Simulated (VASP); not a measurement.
Here is the system:

```xyz
2
Lattice="0.0000 1.8038 1.8038 1.8038 0.0000 1.8038 1.8038 1.8038 0.0000" Properties=species:S:1:pos:R:3 pbc="T T T"
B      0.0000     0.0000     0.0000
N      0.9019     0.9019     0.9019
```

All values below come from PBEsol GGA, VASP's PBE PAW potentials (set 64) (plane waves; VASP). Run with 650 eV cut-off, 11×11×11 Γ-centred mesh, Gaussian smearing of 0.050 eV, potentials B N.

Task: Give the elastic stiffness tensor with the ions relaxed (GPa, in the frame of the cell).

Result: 
|  | xx | yy | zz | yz | xz | xy |
|---|---|---|---|---|---|---|
| xx | 794 | 184 | 184 | 0.0 | 0.0 | 0.0 |
| yy | 184 | 794 | 184 | 0.0 | 0.0 | 0.0 |
| zz | 184 | 184 | 794 | 0.0 | 0.0 | 0.0 |
| yz | 0.0 | 0.0 | 0.0 | 457 | 0.0 | 0.0 |
| xz | 0.0 | 0.0 | 0.0 | 0.0 | 457 | 0.0 |
| xy | 0.0 | 0.0 | 0.0 | 0.0 | 0.0 | 457 |

Task: What does the run give for the Hill bulk modulus, Hill shear modulus, Young's modulus, Poisson's ratio?

Result: 
```
Quantity             Result
------------------  -------
Hill bulk modulus   388 GPa
Hill shear modulus  389 GPa
Young's modulus     874 GPa
Poisson's ratio       0.124
```

Measured: C11 820 GPa (computed value off by -3.2 %), C12 190 GPa (computed value off by -3.0 %), C44 480 GPa (computed value off by -4.7 %), as given by M. Råsander et al., The Journal of Chemical Physics (2015), arXiv:1505.02379. The calculation is for a static lattice, while the measured C11, C12, C44 hold thermal and zero-point effects, which are part of the difference.

The compound is BN in the zinc blende structure. It was relaxed first.
